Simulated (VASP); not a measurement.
Method: PW91 GGA, VASP's PBE PAW potentials (set 64) (plane waves; VASP).

Input for VASP

### INCAR
```
SYSTEM  =  PdIn
PREC  =  Accurate; ENCUT  =  520; LREAL  =  .False.
LASPH  =  .True.
EDIFF  =  1E-7; NELM  =  100; ALGO  =  Normal
LMAXMIX  =  4
ISMEAR  =  1; SIGMA  =  0.1
GGA  =  91
ISIF  =  2
LWAVE  =  .False.; LCHARG  =  .False.
```

KPOINTS:
```
Automatic mesh
0
Gamma
11 11 11
0 0 0
```

File POSCAR:
```
PdIn
1
    3.2450730905     0.0000000000     0.0000000000
    0.0000000000     3.2450730905     0.0000000000
    0.0000000000     0.0000000000     3.2450730905
In Pd
1 1
Direct
  0.5000000000   0.5000000000   0.5000000000
  0.0000000000   0.0000000000   0.0000000000
```

POTCAR, in this order: In_d Pd (PBE.64 set). Program: vasp_std.

What VASP printed:

### OSZICAR
```
       N       E                     dE             d eps       ncg     rms          rms(c)
DAV:   1     0.161283985556E+03    0.16128E+03   -0.11406E+04  1716   0.202E+03
DAV:   2    -0.146660113354E+01   -0.16275E+03   -0.15855E+03  1743   0.409E+02
DAV:   3    -0.887445462040E+01   -0.74079E+01   -0.73321E+01  2170   0.941E+01
DAV:   4    -0.899300529383E+01   -0.11855E+00   -0.11853E+00  1929   0.112E+01
DAV:   5    -0.899980172851E+01   -0.67964E-02   -0.67964E-02  2622   0.243E+00    0.718E+00
DAV:   6    -0.880228964340E+01    0.19751E+00   -0.49229E-01  2009   0.110E+01    0.330E+00
DAV:   7    -0.876252513232E+01    0.39765E-01   -0.80612E-02  2278   0.578E+00    0.144E+00
DAV:   8    -0.875527446571E+01    0.72507E-02   -0.19543E-02  1981   0.145E+00    0.421E-01
DAV:   9    -0.875437424684E+01    0.90022E-03   -0.19920E-03  2184   0.809E-01    0.609E-02
DAV:  10    -0.875437173157E+01    0.25153E-05   -0.55594E-05  2306   0.127E-01    0.261E-02
DAV:  11    -0.875437250336E+01   -0.77178E-06   -0.45439E-06  1962   0.235E-02    0.321E-03
DAV:  12    -0.875437287980E+01   -0.37644E-06   -0.38844E-07  2177   0.650E-03    0.226E-03
DAV:  13    -0.875437281328E+01    0.66517E-07   -0.19441E-08  1092   0.171E-03
   1 F= -.87543728E+01 E0= -.87539650E+01  d E =-.122343E-02
```

**OUTCAR**
```
------------------------ aborting loop because EDIFF is reached ----------------------------------------
  FORCE on cell =-STRESS in cart. coord.  units (eV):
  Direction    XX          YY          ZZ          XY          YZ          ZX
  --------------------------------------------------------------------------------------
  Total        1.6255658      1.6255658      1.6255658     -0.0000000     -0.0000000     -0.0000000
  in kB       76.2152152     76.2152152     76.2152152     -0.0000000     -0.0000000     -0.0000000
  external PRESSURE =      76.2152152 kB  Pullay stress =       0.0000000 kB
  volume of cell :       34.17
      direct lattice vectors                 reciprocal lattice vectors
     3.245073091  0.000000000  0.000000000     0.308159469  0.000000000  0.000000000
     0.000000000  3.245073091  0.000000000     0.000000000  0.308159469  0.000000000
     0.000000000  0.000000000  3.245073091     0.000000000  0.000000000  0.308159469
 POSITION                                       TOTAL-FORCE (eV/Angst)
 -----------------------------------------------------------------------------------
      1.62254      1.62254      1.62254         0.000000      0.000000      0.000000
      0.00000      0.00000      0.00000         0.000000      0.000000      0.000000
 -----------------------------------------------------------------------------------
    total drift:                                0.000000      0.000000     -0.000000
  FREE ENERGIE OF THE ION-ELECTRON SYSTEM (eV)
  ---------------------------------------------------
  free  energy   TOTEN  =        -8.7543728133 eV

  energy  without entropy=       -8.7531493822  energy(sigma->0) =       -8.75396500
```
(Selected blocks of OUTCAR.)

File OUTCAR:
```
 val. band max:       10.8021011439   @ k =   0.4545   0.3636   0.3636

 cond. band min:      10.8516506463   @ k =   0.4545   0.4545   0.2727


 Fermi energy:        10.8501524800

 k-point     1 :       0.0000    0.0000    0.0000
  band No.  band energies     occupation
      1      -4.1961      2.00000
      2      -4.1961      2.00000
      3      -3.7579      2.00000
      4      -3.7579      2.00000
      5      -3.7579      2.00000
      6       0.5997      2.00000
      7       6.9181      2.00000
      8       6.9181      2.00000
      9       8.5198      2.00000
     10       8.5198      2.00000
     11       8.5198      2.00000
     12      15.1118      0.00000
     13      15.1118      0.00000
     14      15.1118      0.00000
     15      20.6052      0.00000

 k-point     2 :       0.0909    0.0000    0.0000
  band No.  band energies     occupation
      1      -4.1911      2.00000
      2      -4.1662      2.00000
      3      -3.7670      2.00000
      4      -3.7670      2.00000
      5      -3.7551      2.00000
      6       0.7338      2.00000
      7       6.9183      2.00000
      8       6.9416      2.00000
      9       8.4163      2.00000
     10       8.4163      2.00000
     11       8.5131      2.00000
     12      14.2211      0.00000
     13      15.3836      0.00000
     14      15.3836      0.00000
     15      20.9341      0.00000

 k-point     3 :       0.1818    0.0000    0.0000
  band No.  band energies     occupation
      1      -4.1775      2.00000
      2      -4.0862      2.00000
      3      -3.7911      2.00000
      4      -3.7911      2.00000
      5      -3.7476      2.00000
      6       1.1347      2.00000
      7       6.9190      2.00000
      8       6.9637      2.00000
      9       8.1629      2.00000
     10       8.1629      2.00000
     11       8.4951      2.00000
     12      12.5406     -0.00000
     13      16.1404      0.00000
     14      16.1404      0.00000
     15      21.0573      0.00000
...
```

Unless said otherwise, spin-orbit coupling is left out, though it shifts the bands of the heavy elements here.

The compound is PdIn in the CsCl type structure. This cell is one point of a volume scan, at 0.94 of the reference volume. The electron count is odd and the run is not spin-polarised, which forces a metal.
